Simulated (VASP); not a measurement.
Output of a VASP run:

File OSZICAR:
```
       N       E                     dE             d eps       ncg     rms          rms(c)
DAV:   1     0.239271531190E+01    0.23927E+01   -0.45621E+03   768   0.980E+02
DAV:   2    -0.218876923870E+02   -0.24280E+02   -0.23011E+02  1096   0.119E+02
DAV:   3    -0.222982694537E+02   -0.41058E+00   -0.41058E+00   880   0.194E+01
DAV:   4    -0.222993777878E+02   -0.11083E-02   -0.11083E-02  1168   0.108E+00
DAV:   5    -0.222993783009E+02   -0.51309E-06   -0.51309E-06   864   0.188E-02    0.905E+00
DAV:   6    -0.191417338568E+02    0.31576E+01   -0.59597E+00  1000   0.155E+01    0.519E+00
DAV:   7    -0.190922958760E+02    0.49438E-01   -0.69006E-01   960   0.562E+00    0.191E+00
DAV:   8    -0.191220014374E+02   -0.29706E-01   -0.37795E-01   776   0.559E+00    0.142E+00
DAV:   9    -0.193120048616E+02   -0.19000E+00   -0.55963E-02   816   0.258E+00    0.540E-01
DAV:  10    -0.193149808080E+02   -0.29759E-02   -0.64749E-03   904   0.939E-01    0.290E-01
DAV:  11    -0.193267456914E+02   -0.11765E-01   -0.49823E-03   784   0.860E-01    0.381E-02
DAV:  12    -0.193252899821E+02    0.14557E-02   -0.20374E-03   824   0.458E-01    0.799E-02
DAV:  13    -0.193254464787E+02   -0.15650E-03   -0.30113E-04   816   0.131E-01    0.525E-02
DAV:  14    -0.193257808043E+02   -0.33433E-03   -0.90304E-05   784   0.105E-01    0.650E-03
DAV:  15    -0.193257801303E+02    0.67395E-06   -0.36371E-06  1152   0.230E-02    0.579E-03
DAV:  16    -0.193257816362E+02   -0.15059E-05   -0.39066E-07   880   0.611E-03    0.338E-03
DAV:  17    -0.193257825981E+02   -0.96181E-06   -0.13890E-06   848   0.815E-03    0.336E-03
DAV:  18    -0.193257827629E+02   -0.16489E-06   -0.83370E-08   424   0.316E-03    0.666E-04
DAV:  19    -0.193257827235E+02    0.39470E-07   -0.13159E-08   384   0.124E-03
   1 F= -.19325783E+02 E0= -.19325783E+02  d E =-.131565E-14
```

**OUTCAR**
```
------------------------ aborting loop because EDIFF is reached ----------------------------------------
  FORCE on cell =-STRESS in cart. coord.  units (eV):
  Direction    XX          YY          ZZ          XY          YZ          ZX
  --------------------------------------------------------------------------------------
  Total       -0.4538776     -0.4538776     -0.4538776      0.0000000      0.0000000      0.0000000
  in kB      -34.6894533    -34.6894533    -34.6894533      0.0000000      0.0000000      0.0000000
  external PRESSURE =     -34.6894533 kB  Pullay stress =       0.0000000 kB
  volume of cell :       20.96
      direct lattice vectors                 reciprocal lattice vectors
     0.000000000  2.188470158  2.188470158    -0.228470102  0.228470102  0.228470102
     2.188470158  0.000000000  2.188470158     0.228470102 -0.228470102  0.228470102
     2.188470158  2.188470158  0.000000000     0.228470102  0.228470102 -0.228470102
  FREE ENERGIE OF THE ION-ELECTRON SYSTEM (eV)
  ---------------------------------------------------
  free  energy   TOTEN  =       -19.3257827235 eV

  energy  without entropy=      -19.3257827235  energy(sigma->0) =      -19.32578272
```
(Selected blocks of OUTCAR.)

### POSCAR
```
SiC
1
    0.0000000000     2.1884701580     2.1884701580
    2.1884701580     0.0000000000     2.1884701580
    2.1884701580     2.1884701580     0.0000000000
Si C
1 1
Direct
  0.0000000000   0.0000000000   0.0000000000
  0.2500000000   0.2500000000   0.2500000000
```

Q: Write an INCAR and KPOINTS that could have produced this output.

A: This is not unique; one that fits is the input of the run itself, r2SCAN meta-GGA, plane waves, VASP's PBE PAW potentials (set 64).

**INCAR**
```
SYSTEM = SiC
PREC = Accurate; ENCUT = 600; LREAL = .FALSE.
LASPH = .TRUE.
EDIFF = 1E-7; NELM = 100; ALGO = Normal
LMIXTAU = .TRUE.
ISMEAR = 0; SIGMA = 0.05
METAGGA = R2SCAN
ISIF = 2
LWAVE = .FALSE.; LCHARG = .FALSE.
```

File KPOINTS:
```
Regular mesh
0
Gamma
  10 10 10
0 0 0
```

POTCAR, in this order: Si C (PBE.64 set). Program: vasp_std.

The compound is SiC in the zinc blende structure. This cell was strained or had an atom moved on purpose.
